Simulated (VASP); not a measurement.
```
CELL_PARAMETERS angstrom
      5.63009     0.00000     0.00000
     -2.81505     4.87580     0.00000
      0.00000     0.00000     5.36056
ATOMIC_POSITIONS crystal
  Mg 0.66667 0.33333 0.50000
  Mg 0.33333 0.66667 0.50000
  Sn 0.65491 0.00000 0.00000
  Sn 0.34509 0.34509 0.00000
  Sn 0.00000 0.65491 0.00000
  Sn 0.00000 0.00000 0.50000
```

These are PBEsol GGA, VASP's PBE PAW potentials (set 64) (plane waves; VASP) values and carry that method's errors. Settings: 400 eV cut-off, Gaussian smearing of 0.050 eV, potentials Mg Sn_d.

**Question.** Give the energies of bands 22 to 35 at the high-symmetry points, in eV from the Fermi level.

**Answer.** 
```json
[
 {"band": "22", "Γ": "-6.41", "M": "-9.02", "K": "-8.48", "A": "-8.45", "L": "-8.53", "H": "-8.10"},
 {"band": "23", "Γ": "-5.38", "M": "-6.58", "K": "-8.48", "A": "-4.97", "L": "-7.79", "H": "-7.92"},
 {"band": "24", "Γ": "-5.38", "M": "-5.64", "K": "-4.86", "A": "-4.97", "L": "-5.93", "H": "-7.69"},
 {"band": "25", "Γ": "-4.22", "M": "-3.77", "K": "-2.56", "A": "-2.76", "L": "-5.27", "H": "-4.75"},
 {"band": "26", "Γ": "-3.10", "M": "-2.88", "K": "-2.18", "A": "-2.69", "L": "-4.24", "H": "-4.75"},
 {"band": "27", "Γ": "-2.90", "M": "-2.47", "K": "-2.18", "A": "-2.49", "L": "-3.13", "H": "-1.20"},
 {"band": "28", "Γ": "-2.90", "M": "-2.20", "K": "-1.70", "A": "-2.14", "L": "-2.01", "H": "-0.95"},
 {"band": "29", "Γ": "-2.65", "M": "-0.48", "K": "-1.70", "A": "-2.14", "L": "1.02", "H": "-0.95"},
 {"band": "30", "Γ": "0.75", "M": "-0.12", "K": "-1.24", "A": "-2.14", "L": "1.06", "H": "0.45"},
 {"band": "31", "Γ": "0.75", "M": "0.56", "K": "-1.24", "A": "-2.14", "L": "2.14", "H": "1.16"},
 {"band": "32", "Γ": "0.99", "M": "0.60", "K": "-1.19", "A": "-0.23", "L": "2.27", "H": "1.16"},
 {"band": "33", "Γ": "0.99", "M": "0.98", "K": "3.39", "A": "-0.23", "L": "2.53", "H": "3.22"},
 {"band": "34", "Γ": "1.35", "M": "1.99", "K": "3.39", "A": "0.98", "L": "2.77", "H": "4.18"},
 {"band": "35", "Γ": "1.81", "M": "2.06", "K": "3.72", "A": "2.34", "L": "3.50", "H": "4.18"}
]
```

It has no gap at this level: it comes out as a metal or semimetal.

The structure comes from a computed database's MgSn2 entry (P-62m); how it stands against other phases isn't given here. It was relaxed first.
